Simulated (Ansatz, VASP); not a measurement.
## NaCaCr3: VASP beside Ansatz

```
Na Ca Cr
1.0
     4.30381    0.00000    0.00000
     0.00000    4.30381    0.00000
     0.00000    0.00000    4.30381
Na Ca Cr
1 1 3
Direct
  0.00000 0.00000 0.00000
  0.50000 0.50000 0.50000
  0.00000 0.50000 0.50000
  0.50000 0.00000 0.50000
  0.50000 0.50000 0.00000
```

Alike in both runs: task single point; functional PBE; k mesh 4 × 4 × 4; occupations gaussian, width 0.1 eV; collinear spin.

|  | VASP | Ansatz |
| --- | --- | --- |
| version | VASP 6.6.1 | Ansatz 0.2.0 |
| potentials or method | VASP PAW PBE potentials, release 64 (Na_pv, Ca_sv, Cr_pv) | scalar-relativistic, plane waves, PAW |
| plane-wave cutoff (eV) | 520 | 420 |
| valence electrons in the cell | 53 | 61 |

|  | VASP | Ansatz | Ansatz less VASP |
| --- | --- | --- | --- |
| gap on the k mesh at the Fermi level (eV) | none | none | - |
| pressure (GPa) | 25.2 | 23.6 | -1.54 |
| net moment per atom (μB) | 1.82 | 1.81 | -0.010 |
| size of the moment on the site where the two differ most (μB) | 2.82 | 2.44 | -0.385 |

Site moments also hang on the region over which each program counts them. A gap of «none» marks a metal or a gap that the smearing closes. The functional is the same, so the differences come from potentials, cutoffs and numerics. The two sets of potentials don't hold the same shells in valence.

Caveats: the k mesh is coarse (spacing up to 0.36 Å⁻¹), so the values aren't converged; so large a pressure means that the cell lies far from this level's equilibrium, or that cutoff or potentials fall short (VASP).
